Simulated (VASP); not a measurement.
These are PBE GGA, VASP's PBE PAW potentials (set 64) (plane waves; VASP) values and carry that method's errors.

VASP ran on this input.

File POSCAR:
```
CeO2
3.8365410
  0.0000000000   0.7071067402   0.7071067402
  0.7071067402   0.0000000000   0.7071067402
  0.7071067402   0.7071067402   0.0000000000
Ce O
1 2
Cart
  0.0000000000   0.0000000000   0.0000000000
  0.3535533701   0.3535533701   0.3535533701
  1.0606601102   1.0606601102   1.0606601102
```

### INCAR
```
SYSTEM = CeO2
PREC = Accurate
ENCUT = 400
EDIFF = 1E-6
NELM = 100
ALGO = Normal
LREAL = .FALSE.
LASPH = .TRUE.
ISMEAR = -1
SIGMA = 0.05
GGA = PE
LMAXMIX = 6
LWAVE = .FALSE.
LCHARG = .FALSE.
ISIF = 2
```

KPOINTS:
```
kpoints
0
G
 6 6 6
```

POTCAR, in this order: Ce O (PBE.64 set). Program: vasp_std.

Question: What will the output report for the number of irreducible k-points (NKPTS), largest plane-wave count, number of space-group operations, FFT grid (NGX, NGY, NGZ)?

Answer: 
number of irreducible k-points (NKPTS): 16
largest plane-wave count: 745
number of space-group operations: 48
FFT grid (NGX, NGY, NGZ): 28 × 28 × 28

The structure is a typed CeO2 crystal (Fm-3m). The cell was not relaxed at this level. The run is one of a series of settings (KPOINTS 6×6×6 Γ-centred mesh against the base run), some of them coarse on purpose. The run is not spin-polarised, so no magnetic state was tried.
